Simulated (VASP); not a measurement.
Method: PBEsol GGA, VASP's PBE PAW potentials (set 64) (plane waves; VASP 6.6.1).

A VASP calculation is set up with these files.

KPOINTS:
```
Automatic mesh
0
G
14 14 8
0 0 0
```

### INCAR
```
SYSTEM = Ru
PREC = Accurate; ENCUT = 520; LREAL = .False.
LASPH = .True.
EDIFF = 1E-6; NELM = 100; ALGO = Normal
LMAXMIX = 4
ISMEAR = 1; SIGMA = 0.1
GGA = PS
IBRION = 2; NSW = 60; ISIF = 3
EDIFFG = -0.01
LWAVE = .False.; LCHARG = .False.
```

### POSCAR
```
Ru
1
    1.3550000000    -2.3469290000     0.0000000000
    1.3550000000     2.3469290000     0.0000000000
    0.0000000000     0.0000000000     4.2800000000
Ru
2
Direct
  0.3333330000   0.6666670000   0.2500000000
  0.6666670000   0.3333330000   0.7500000000
```

POTCAR, in this order: Ru_pv (PBE.64 set). Program: vasp_std.

Output of the run:

**OSZICAR**
```
       N       E                     dE             d eps       ncg     rms          rms(c)
DAV:   1     0.283856662492E+03    0.28386E+03   -0.18088E+04  4328   0.173E+03
DAV:   2    -0.151414268917E+02   -0.29900E+03   -0.29337E+03  4604   0.494E+02
DAV:   3    -0.218727053885E+02   -0.67313E+01   -0.65412E+01  4510   0.791E+01
DAV:   4    -0.219450626454E+02   -0.72357E-01   -0.72025E-01  5264   0.708E+00
DAV:   5    -0.219460698644E+02   -0.10072E-02   -0.10072E-02  4684   0.785E-01    0.192E+01
DAV:   6    -0.204357018160E+02    0.15104E+01   -0.40860E+00  4356   0.210E+01    0.459E+00
DAV:   7    -0.203341300182E+02    0.10157E+00   -0.30342E-01  4436   0.512E+00    0.993E-01
DAV:   8    -0.203238206618E+02    0.10309E-01   -0.64783E-03  4476   0.971E-01    0.308E-01
DAV:   9    -0.203230383778E+02    0.78228E-03   -0.10618E-03  5364   0.373E-01    0.403E-02
DAV:  10    -0.203230600120E+02   -0.21634E-04   -0.33608E-05  4938   0.558E-02    0.118E-02
DAV:  11    -0.203230597118E+02    0.30014E-06   -0.35706E-06  4474   0.184E-02
   1 F= -.20323060E+02 E0= -.20322521E+02  d E =-.203231E+02
       N       E                     dE             d eps       ncg     rms          rms(c)
DAV:   1    -0.235642831438E+02   -0.32412E+01   -0.74136E+01  4354   0.105E+02    0.221E+01
DAV:   2    -0.203045233700E+02    0.32598E+01   -0.89839E+00  4342   0.331E+01    0.298E+00
DAV:   3    -0.201662257570E+02    0.13830E+00   -0.62782E-01  4426   0.793E+00    0.298E+00
DAV:   4    -0.201899405722E+02   -0.23715E-01   -0.25345E-02  4404   0.138E+00    0.918E-01
DAV:   5    -0.201944253182E+02   -0.44847E-02   -0.54818E-03  4858   0.513E-01    0.110E-01
DAV:   6    -0.201943451456E+02    0.80173E-04   -0.25589E-04  5204   0.118E-01    0.212E-02
DAV:   7    -0.201943451836E+02   -0.37932E-07   -0.17016E-05  4948   0.359E-02    0.133E-02
DAV:   8    -0.201943449724E+02    0.21112E-06   -0.90442E-07  2868   0.694E-03
   2 F= -.20194345E+02 E0= -.20194069E+02  d E =0.128715E+00
       N       E                     dE             d eps       ncg     rms          rms(c)
DAV:   1    -0.223698330970E+02   -0.21755E+01   -0.45237E+01  4342   0.858E+01    0.107E+01
DAV:   2    -0.203582706521E+02    0.20116E+01   -0.58676E+00  4340   0.257E+01    0.286E+00
DAV:   3    -0.203191451813E+02    0.39125E-01   -0.30848E-01  4418   0.543E+00    0.946E-01
DAV:   4    -0.203322691557E+02   -0.13124E-01   -0.92825E-03  4420   0.898E-01    0.417E-01
DAV:   5    -0.203364884853E+02   -0.42193E-02   -0.41338E-03  4646   0.479E-01    0.877E-02
DAV:   6    -0.203364874001E+02    0.10852E-05   -0.19747E-04  5404   0.107E-01    0.254E-02
DAV:   7    -0.203364876296E+02   -0.22955E-06   -0.16042E-05  4904   0.388E-02    0.610E-03
DAV:   8    -0.203364870375E+02    0.59219E-06   -0.90078E-07  2504   0.855E-03
   3 F= -.20336487E+02 E0= -.20335995E+02  d E =-.134273E-01
       N       E                     dE             d eps       ncg     rms          rms(c)
DAV:   1    -0.203366747432E+02   -0.18711E-03   -0.38878E-03  4350   0.775E-01    0.118E-01
DAV:   2    -0.203364964554E+02    0.17829E-03   -0.52002E-04  4346   0.243E-01    0.186E-02
DAV:   3    -0.203364930770E+02    0.33784E-05   -0.28143E-05  4434   0.515E-02    0.116E-02
DAV:   4    -0.203364964089E+02   -0.33320E-05   -0.20305E-06  3654   0.132E-02    0.124E-03
DAV:   5    -0.203364963469E+02    0.62051E-07   -0.18498E-07  2184   0.458E-03
   4 F= -.20336496E+02 E0= -.20336006E+02  d E =-.134366E-01
```

File OUTCAR:
```
------------------------ aborting loop because EDIFF is reached ----------------------------------------
  FORCE on cell =-STRESS in cart. coord.  units (eV):
  Direction    XX          YY          ZZ          XY          YZ          ZX
  --------------------------------------------------------------------------------------
  Total        0.0151196      0.0151196     -0.0139102      0.0000000      0.0000000      0.0000000
  in kB        0.9094191      0.9094193     -0.8366734      0.0000000      0.0000000      0.0000000
  external PRESSURE =       0.3273883 kB  Pullay stress =       0.0000000 kB
  volume of cell :       26.64
      direct lattice vectors                 reciprocal lattice vectors
     1.345780209 -2.330959851  0.000000000     0.371531693 -0.214503909 -0.000000000
     1.345780209  2.330959851  0.000000000     0.371531693  0.214503909 -0.000000000
     0.000000000  0.000000000  4.245685371    -0.000000000 -0.000000000  0.235533233
 POSITION                                       TOTAL-FORCE (eV/Angst)
 -----------------------------------------------------------------------------------
      1.34578      0.77699      1.06142         0.000000      0.000000      0.000000
      1.34578     -0.77699      3.18426        -0.000000     -0.000000      0.000000
 -----------------------------------------------------------------------------------
    total drift:                               -0.000000      0.000498     -0.000045
  FREE ENERGIE OF THE ION-ELECTRON SYSTEM (eV)
  ---------------------------------------------------
  free  energy   TOTEN  =       -20.3364963469 eV

  energy  without entropy=      -20.3350253168  energy(sigma->0) =      -20.33600600

 reached required accuracy - stopping structural energy minimisation
```
(Selected blocks of OUTCAR.)

**CONTCAR**
```
Ru
   1.00000000000000
     1.3457802093507263   -2.3309598509811313    0.0000000000000000
     1.3457802093507263    2.3309598509811313    0.0000000000000000
     0.0000000000000000    0.0000000000000000    4.2456853712303957
  Ru
     2
Direct
     0.3333330000000032    0.6666669999999968    0.2500000000000000
     0.6666669999999968    0.3333330000000032    0.7500000000000000
```

Energy and stress use the plane-wave basis of the starting cell.

The compound is Ru in the hcp structure. This run relaxes it. Symmetry was kept, so distortions that lower it aren't found.
